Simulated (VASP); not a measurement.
Data:

```
HfC
1.0
    0.00000     2.33113     2.33113
    2.33113     0.00000     2.33113
    2.33113     2.33113     0.00000
Hf C
1 1
Cartesian
  0.00000   0.00000   0.00000
  2.33113   2.33113   2.33113
```

These are PBE GGA with D3 dispersion (Becke-Johnson damping), VASP's PBE PAW potentials (set 64) (plane waves; VASP 6.6.1) values and carry that method's errors. Numerical set-up: 520 eV cut-off, 14×14×14 Γ-centred mesh, first-order Methfessel-Paxton smearing of 0.10 eV, potentials Hf_pv C.

**Question.** Give the stress tensor in GPa (positive for a compressed cell).

**Answer.** 
```
-7.05   0.00   0.00
 0.00  -7.05   0.00
 0.00   0.00  -7.05
```
The pressure is its mean diagonal, -7.05 GPa.

The compound is HfC in the rock salt structure. This cell is one point of a volume scan, at 1.03 of the reference volume.
